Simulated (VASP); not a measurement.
Calculation: PBE GGA, VASP's PBE PAW potentials (set 64) (plane waves; VASP).

VASP ran on this input.

File KPOINTS:
```
Automatic mesh
0
Gamma
11 11 11
0 0 0
```

**POSCAR**
```
SrO
3.6803430
  0.0000000000   0.7071067288   0.7071067288
  0.7071067288   0.0000000000   0.7071067288
  0.7071067288   0.7071067288   0.0000000000
Sr O
1 1
Cart
  0.0000000000   0.0000000000   0.0000000000
  0.7071067288   0.7071067288   0.7071067288
```

**INCAR**
```
SIGMA  =  0.01
CSHIFT  =  0.1
LWAVE  =  .False.
GGA  =  PE
LMAXMIX  =  4
ISMEAR  =  0
PREC  =  Accurate
LOPTICS  =  .True.
LCHARG  =  .False.
NEDOS  =  1001   ! DOS grid
ENCUT  =  520
EDIFF  =  1E-7   ! SCF stop (eV)
NELM  =  100   ! most electronic steps
LASPH  =  .True.
SYSTEM  =  SrO
NBANDS  =  36
LREAL  =  .False.   ! projection in real space or not
ALGO  =  Normal   ! blocked Davidson
```

POTCAR, in this order: Sr_sv O (PBE.64 set). Program: vasp_std.

Output of the run:

### OSZICAR
```
       N       E                     dE             d eps       ncg     rms          rms(c)
DAV:   1     0.824717823570E+02    0.82472E+02   -0.69484E+03  4032   0.438E+02
DAV:   2    -0.114494613515E+02   -0.93921E+02   -0.89027E+02  4880   0.141E+02
DAV:   3    -0.142226751103E+02   -0.27732E+01   -0.27457E+01  5080   0.194E+01
DAV:   4    -0.142536780730E+02   -0.31003E-01   -0.30992E-01  4752   0.209E+00
DAV:   5    -0.142539102566E+02   -0.23218E-03   -0.23214E-03  4680   0.156E-01    0.157E+01
DAV:   6    -0.122195918587E+02    0.20343E+01   -0.12864E+00  4464   0.801E+00    0.196E+01
DAV:   7    -0.120654991165E+02    0.15409E+00   -0.10267E-01  4672   0.206E+00    0.102E+01
DAV:   8    -0.120508541311E+02    0.14645E-01   -0.11910E-01  5976   0.149E+00    0.181E+00
DAV:   9    -0.120541907403E+02   -0.33366E-02   -0.55187E-03  5120   0.249E-01    0.396E-01
DAV:  10    -0.120550101675E+02   -0.81943E-03   -0.33873E-04  4640   0.104E-01    0.963E-02
DAV:  11    -0.120551160830E+02   -0.10592E-03   -0.62405E-05  4828   0.341E-02    0.543E-02
DAV:  12    -0.120551271349E+02   -0.11052E-04   -0.83458E-06  4548   0.145E-02    0.102E-02
DAV:  13    -0.120551273396E+02   -0.20471E-06   -0.44891E-07  4708   0.269E-03    0.516E-03
DAV:  14    -0.120551275725E+02   -0.23287E-06   -0.12022E-07  4592   0.161E-03    0.315E-03
DAV:  15    -0.120551274564E+02    0.11606E-06   -0.36782E-09  3132   0.764E-04    0.436E-04
DAV:  16    -0.120551274431E+02    0.13254E-07   -0.22319E-09  2448   0.197E-04
   1 F= -.12055127E+02 E0= -.12055127E+02  d E =-.268884E-12
 imaginary and real dielectric function
```

**OUTCAR**
```
------------------------ aborting loop because EDIFF is reached ----------------------------------------
  FORCE on cell =-STRESS in cart. coord.  units (eV):
  Direction    XX          YY          ZZ          XY          YZ          ZX
  --------------------------------------------------------------------------------------
  Total        0.0041570      0.0041570      0.0041570      0.0000000      0.0000000      0.0000000
  in kB        0.1889494      0.1889494      0.1889494      0.0000000      0.0000000      0.0000000
  external PRESSURE =       0.1889494 kB  Pullay stress =       0.0000000 kB
  volume of cell :       35.25
      direct lattice vectors                 reciprocal lattice vectors
     0.000000000  2.602395300  2.602395300    -0.192130688  0.192130688  0.192130688
     2.602395300  0.000000000  2.602395300     0.192130688 -0.192130688  0.192130688
     2.602395300  2.602395300  0.000000000     0.192130688  0.192130688 -0.192130688
  FREE ENERGIE OF THE ION-ELECTRON SYSTEM (eV)
  ---------------------------------------------------
  free  energy   TOTEN  =       -12.0551274431 eV

  energy  without entropy=      -12.0551274431  energy(sigma->0) =      -12.05512744

 plasma frequency squared (from intraband transitions) (eV^2)
  --------------------------------------------------------------------------------------
       0.000      -0.000      -0.000
      -0.000       0.000       0.000
       0.000       0.000       0.000

 plasma frequency squared (from interband transitions, int dw w eps(2)(w)) (eV^2)
  --------------------------------------------------------------------------------------
     509.995       0.000      -0.000       0.000       0.000       0.000
      -0.000      -0.000     509.995       0.000      -0.000       0.000
       0.000      -0.000      -0.000      -0.000     509.995       0.000
```
(Selected blocks of OUTCAR.)

OUTCAR:
```
 val. band max:        1.4951902102   @ k =   0.0000   0.0000   0.0000

 cond. band min:       4.8154360395   @ k =   0.4545   0.4545   0.0000


 Fermi energy:         1.5372273836

 k-point     1 :       0.0000    0.0000    0.0000
  band No.  band energies     occupation
      1     -31.0244      2.00000
      2     -13.5491      2.00000
      3     -12.6978      2.00000
      4     -12.6978      2.00000
      5     -12.6978      2.00000
      6       1.4952      2.00000
      7       1.4952      2.00000
      8       1.4952      2.00000
      9       5.2232      0.00000
     10       7.6237      0.00000
     11       7.6237      0.00000
     12       7.6237      0.00000
     13       9.7101      0.00000
     14       9.7101      0.00000
     15      14.0267      0.00000
     16      24.6707      0.00000
     17      24.6707      0.00000
     18      24.6707      0.00000
     19      25.8859      0.00000
     20      25.8859      0.00000
     21      25.8859      0.00000
     22      28.5110      0.00000
     23      28.5110      0.00000
     24      28.5110      0.00000
     25      31.0361      0.00000
     26      31.0361      0.00000
     27      32.7744      0.00000
     28      36.5600      0.00000
     29      36.5600      0.00000
     30      36.5600      0.00000
     31      41.1688      0.00000
     32      41.1688      0.00000
     33      42.6860      0.00000
     34      45.8871      0.00000
     35      45.8871      0.00000
     36      45.8871      0.00000

 k-point     2 :       0.0909    0.0000    0.0000
  band No.  band energies     occupation
      1     -31.0152      2.00000
      2     -13.7767      2.00000
      3     -12.7039      2.00000
      4     -12.7039      2.00000
      5     -12.4933      2.00000
      6       1.2415      2.00000
      7       1.3938      2.00000
      8       1.3938      2.00000
      9       5.6057      0.00000
     10       7.5319      0.00000
     11       7.7804      0.00000
     12       7.7804      0.00000
...
```

The compound is SrO in the rock salt structure. It was relaxed first.
